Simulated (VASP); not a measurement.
A convergence study with VASP on ZrN (space group no. 225 when undisturbed): a few settings are varied, all else stays as given below, so the limit is that of these other settings. One atom is moved off its site, so that forces are finite.

```
CELL_PARAMETERS angstrom
      0.00000     2.28313     2.28313
      2.28313     0.00000     2.28313
      2.28313     2.28313     0.00000
ATOMIC_POSITIONS crystal
  Zr 0.01095 0.01095 0.98905
  N  0.50000 0.50000 0.50000
```

Method: PBE GGA, VASP's PBE PAW potentials (set 64) (plane waves; VASP 6.6.1). The last row used: 400 eV cut-off, 15×15×15 Γ-centred mesh, tetrahedra with Blöchl corrections, potentials Zr_sv N.

```tsv
setting	E (eV/atom)	pressure (GPa)	irreducible k-points
5×5×5 mesh	?	?	18
6×6×6 mesh	?	?	30
8×8×8 mesh	-10.1774	2.33	59
10×10×10 mesh	-10.1760	2.40	102
12×12×12 mesh	-10.1754	2.37	163
15×15×15 mesh	-10.1754	2.37	288
```

Problem. Some entries are withheld; supply them.

Solution. 
- 5×5×5 mesh, E (eV/atom): -10.1968
- 5×5×5 mesh, pressure (GPa): 1.97
- 6×6×6 mesh, E (eV/atom): -10.1858
- 6×6×6 mesh, pressure (GPa): 2.30

Left out are rungs that failed or repeat a setting and relaxations that didn't move; long series are thinned to 24 rows.

The structure is a typed ZrN crystal (space group no. 225). The cell was not relaxed at this level, it is distorted from the ideal structure. The electron count is odd and the run is not spin-polarised, which forces a metal.
